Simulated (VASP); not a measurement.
Input for VASP

**KPOINTS**
```
K-points
0
G
 5 5 7
```

### INCAR
```
# general
SYSTEM  = ZnF2
PREC    = Accurate
ENCUT   = 400
LREAL   = F
LASPH   = T

# electronic loop
EDIFF   = 1E-6
NELM    = 100
ALGO    = Normal
LMAXMIX = 4

# smearing
ISMEAR  = -1
SIGMA   = 0.01

# functional
GGA     = PE

# ions
ISIF    = 2

# output
LWAVE   = F
LCHARG  = F
```

POSCAR:
```
ZnF2
4.6060
  1.0000000000   0.0000000000   0.0000000000
  0.0000000000   1.0000000000   0.0000000000
  0.0000000000   0.0000000000   0.6659574468
Zn F
2 4
Cartesian
  0.0000000000   0.0000000000   0.0000000000
  0.5000000000   0.5000000000   0.3329787234
  0.3030000000   0.3030000000   0.0000000000
  0.8030000000   0.1970000000   0.3329787234
  0.1970000000   0.8030000000   0.3329787234
  0.6970000000   0.6970000000   0.0000000000
```

POTCAR, in this order: Zn F (PBE.64 set). Program: vasp_std.

Question: Write an equivalent input for Ansatz.

Answer: One equivalent input (not run):
Ansatz 0.2 input:
```yaml
crystal:
  lattice:
    - [4.6060000, 0.0000000, 0.0000000]
    - [0.0000000, 4.6060000, 0.0000000]
    - [0.0000000, 0.0000000, 3.0674000]
  atoms:
    - { symbol: Zn, position: [0.0000000, 0.0000000, 0.0000000] }
    - { symbol: Zn, position: [0.5000000, 0.5000000, 0.5000000] }
    - { symbol: F, position: [0.3030000, 0.3030000, 0.0000000] }
    - { symbol: F, position: [0.8030000, 0.1970000, 0.5000000] }
    - { symbol: F, position: [0.1970000, 0.8030000, 0.5000000] }
    - { symbol: F, position: [0.6970000, 0.6970000, 0.0000000] }
kpoints:
  mp_grid: { grid: [5, 5, 7] }
hamiltonian:
  xc: pbe
  pseudopotentials: { kind: paw }
scf:
  occupations: { method: fermi_dirac, width: 0.01 }
  max_iter: 100
output: { forces: true, stress: true, eigenvalues: true }
```
Limits of the translation: each code has its own PAW files, so the cut-off isn't converted (ENCUT is set for VASP's; basis.ecutwfc is left out, and Ansatz then takes the one that its files recommend); Ansatz stops its SCF on the density residual and VASP on the energy change (EDIFF).

The structure is a typed ZnF2 crystal (P4_2/mnm). The cell was not relaxed at this level, and its volume differs by -5.9 % from the start's.
